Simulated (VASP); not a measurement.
All values below come from PBE GGA, VASP's PBE PAW potentials (set 64) (plane waves; VASP).

VASP ran on this input.

**POSCAR**
```
SnSe
1
    5.1006853521     0.0000000000     0.0000000000
   -2.5503426760     4.4173223375     0.0000000000
   -0.0000000000    -0.0000000000     6.2101335807
Sn Se
2 2
Direct
  0.3333330000   0.6666670000   0.9576808605
  0.6666670000   0.3333330000   0.4576808605
  0.3333330000   0.6666670000   0.4173191395
  0.6666670000   0.3333330000   0.9173191395
```

INCAR:
```
! general
SYSTEM  = SnSe
PREC    = Accurate
ENCUT   = 400   ! plane-wave cut-off (eV)
LREAL   = F   ! projection in real space or not
LASPH   = T

! electronic loop
EDIFF   = 1E-6   ! SCF stop (eV)
NELM    = 100   ! most electronic steps
ALGO    = Normal
LMAXMIX = 4

! smearing
ISMEAR  = 0   ! Gaussian
SIGMA   = 0.05   ! width (eV)

! functional
GGA     = PE   ! PBE

! ions
IBRION  = 2
NSW     = 60
ISIF    = 3
EDIFFG  = -0.01   ! ionic stop

! output
LWAVE   = F
LCHARG  = F
```

**KPOINTS**
```
Automatic mesh
0
G
 6 6 4
0 0 0
```

POTCAR, in this order: Sn_d Se (PBE.64 set). Program: vasp_std.

The run wrote:

OSZICAR:
```
       N       E                     dE             d eps       ncg     rms          rms(c)
DAV:   1     0.320844152216E+03    0.32084E+03   -0.17285E+04  1008   0.165E+03
DAV:   2     0.236219615805E+02   -0.29722E+03   -0.29469E+03  1072   0.429E+02
DAV:   3    -0.151736152108E+02   -0.38796E+02   -0.38327E+02  1272   0.152E+02
DAV:   4    -0.165203710372E+02   -0.13468E+01   -0.13464E+01  1112   0.316E+01
DAV:   5    -0.165667690730E+02   -0.46398E-01   -0.46390E-01  1416   0.569E+00    0.448E+00
DAV:   6    -0.160312333044E+02    0.53554E+00   -0.19139E+00  1248   0.584E+00    0.272E+00
DAV:   7    -0.160274763435E+02    0.37570E-02   -0.28351E-01  1352   0.203E+00    0.134E+00
DAV:   8    -0.160315418662E+02   -0.40655E-02   -0.34740E-02  1352   0.136E+00    0.164E-01
DAV:   9    -0.160315970614E+02   -0.55195E-04   -0.72595E-03  1320   0.498E-01    0.877E-02
DAV:  10    -0.160324713479E+02   -0.87429E-03   -0.11928E-03  1288   0.183E-01    0.310E-02
DAV:  11    -0.160326354391E+02   -0.16409E-03   -0.19756E-04  1240   0.714E-02    0.115E-02
DAV:  12    -0.160326588917E+02   -0.23453E-04   -0.26645E-05  1160   0.411E-02    0.369E-03
DAV:  13    -0.160326646871E+02   -0.57954E-05   -0.71543E-06  1024   0.109E-02    0.216E-03
DAV:  14    -0.160326654420E+02   -0.75487E-06   -0.13341E-06   880   0.865E-03
   1 F= -.16032665E+02 E0= -.16032665E+02  d E =-.160327E+02
       N       E                     dE             d eps       ncg     rms          rms(c)
DAV:   1    -0.160331474532E+02   -0.48277E-03   -0.12009E-02  1216   0.129E+00    0.116E-01
DAV:   2    -0.160328024693E+02    0.34498E-03   -0.81119E-04  1232   0.364E-01    0.537E-02
DAV:   3    -0.160327000705E+02    0.10240E-03   -0.34226E-04  1360   0.218E-01    0.127E-02
DAV:   4    -0.160326926448E+02    0.74257E-05   -0.31719E-05  1176   0.453E-02    0.461E-03
DAV:   5    -0.160326915314E+02    0.11134E-05   -0.21707E-06   848   0.123E-02    0.217E-03
DAV:   6    -0.160326912551E+02    0.27630E-06   -0.61262E-07   672   0.755E-03
   2 F= -.16032691E+02 E0= -.16032691E+02  d E =-.258131E-04
```

**OUTCAR**
```
------------------------ aborting loop because EDIFF is reached ----------------------------------------
  FORCE on cell =-STRESS in cart. coord.  units (eV):
  Direction    XX          YY          ZZ          XY          YZ          ZX
  --------------------------------------------------------------------------------------
  Total        0.0042377      0.0042377     -0.0111105      0.0000000      0.0000000      0.0000000
  in kB        0.0484718      0.0484718     -0.1270858      0.0000000      0.0000000      0.0000000
  external PRESSURE =      -0.0100474 kB  Pullay stress =       0.0000000 kB
  volume of cell :      140.07
      direct lattice vectors                 reciprocal lattice vectors
     5.103560070  0.000000000  0.000000000     0.195941654  0.113126986 -0.000000000
    -2.551780035  4.419811915  0.000000000    -0.000000000  0.226253972 -0.000000000
     0.000000000  0.000000000  6.209711445     0.000000000  0.000000000  0.161038079
 POSITION                                       TOTAL-FORCE (eV/Angst)
 -----------------------------------------------------------------------------------
     -0.00000      2.94654      5.94671         0.000000     -0.000000     -0.002695
      2.55178      1.47327      2.84185        -0.000000     -0.000000     -0.002695
     -0.00000      2.94654      2.59164        -0.000000      0.000000      0.002695
      2.55178      1.47327      5.69650         0.000000      0.000000      0.002695
 -----------------------------------------------------------------------------------
    total drift:                               -0.001806      0.001042      0.003326
  FREE ENERGIE OF THE ION-ELECTRON SYSTEM (eV)
  ---------------------------------------------------
  free  energy   TOTEN  =       -16.0326912551 eV

  energy  without entropy=      -16.0326912551  energy(sigma->0) =      -16.03269126

 reached required accuracy - stopping structural energy minimisation
```
(Selected blocks of OUTCAR.)

CONTCAR:
```
SnSe
   1.00000000000000
     5.1035600700882053    0.0000000000000325    0.0000000000000000
    -2.5517800349940467    4.4198119150314161    0.0000000000000000
     0.0000000000000000    0.0000000000000000    6.2097114448591357
  Sn              Se
     2     2
Direct
     0.3333330000000032    0.6666669999999968    0.9576466507780184
     0.6666669999999968    0.3333330000000032    0.4576466507780184
     0.3333330000000032    0.6666669999999968    0.4173533492219816
     0.6666669999999968    0.3333330000000032    0.9173533492219816
```

The structure was generated: SnSe was put into the wurtzite type (P6_3mc), which need not be its known phase. This run relaxes it. Symmetry was kept, so distortions that lower it aren't found. The start is the result of an earlier pass.
